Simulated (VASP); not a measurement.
The cell holds one CdF2 (fluorite) (111) slab, with vacuum along c, ions free to move until forces fall under 0.03 eV/Å, no reconstruction beyond this cell, dipole correction on. Ionisation potential and electron affinity count from the cell's own band edges, surface states included.

Here is the system:

```
CdF2
1.0
    3.82117     0.00000     0.00000
   -1.91059     3.30923     0.00000
    0.00000     0.00000    24.39875
F Cd
6 3
Direct
  0.66667   0.33333   0.33889
  0.33333   0.66667   0.46789
  0.00000   0.00000   0.40381
  0.00000   0.00000   0.59619
  0.66667   0.33333   0.53211
  0.33333   0.66667   0.66111
  0.33333   0.66667   0.37161
  0.00000   0.00000   0.50000
  0.66667   0.33333   0.62839
```

Calculation: r2SCAN meta-GGA, VASP's PBE PAW potentials (set 64) (plane waves; VASP). Settings: 450 eV cut-off, 6×6×1 Γ-centred mesh, Gaussian smearing of 0.050 eV, potentials F Cd.

Slab and bulk use different k-meshes, so the surface energy is good to a few per cent at best.

surface energy: 0.48 J/m²
ionisation potential: 8.65 eV
electron affinity: 4.74 eV

The cell is a thin slab with vacuum, built from CdF2 (fluorite): (111) face.
